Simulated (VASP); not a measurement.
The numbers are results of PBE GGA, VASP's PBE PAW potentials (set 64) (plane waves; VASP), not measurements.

VASP ran on this input.

**KPOINTS**
```
kpoints
0
Gamma
 3 5 3
0 0 0
```

**POSCAR**
```
GePt
1.0
  5.7560100000   0.0000000000   0.0000000000
  0.0000000000   3.7300300000   0.0000000000
  0.0000000000   0.0000000000   6.1115600000
Ge Pt
4 4
Cartesian
  4.6849892193   2.7975225000   3.5936583956
  1.0710207807   0.9325075000   2.5179016044
  3.9490257807   0.9325075000   0.5378783956
  1.8069842193   2.7975225000   5.5736816044
  0.0106486185   2.7975225000   1.1777587276
  5.7453613815   0.9325075000   4.9338012724
  2.8673563815   0.9325075000   4.2335387276
  2.8886536185   2.7975225000   1.8780212724
```

**INCAR**
```
ALGO = Normal
EDIFF = 1E-6
ENCUT = 300
GGA = PE
ISIF = 2
ISMEAR = -1
LASPH = .TRUE.
LCHARG = .FALSE.
LMAXMIX = 6
LREAL = .FALSE.
LWAVE = .FALSE.
NELM = 100
PREC = Accurate
SIGMA = 0.1
SYSTEM = GePt
```

POTCAR, in this order: Ge_d Pt (PBE.64 set). Program: vasp_std.

What will the output report for the number of irreducible k-points (NKPTS), largest plane-wave count, number of space-group operations, FFT grid (NGX, NGY, NGZ)?

- number of irreducible k-points (NKPTS): 12
- largest plane-wave count: 1563
- number of space-group operations: 8
- FFT grid (NGX, NGY, NGZ): 36 × 24 × 36

The structure comes from a computed database's GePt entry (Pnma); how it stands against other phases isn't given here. The cell was not relaxed at this level. The k-mesh is coarse (spacing up to 0.36 per Å, 2π included), so the numbers may not be converged in it.
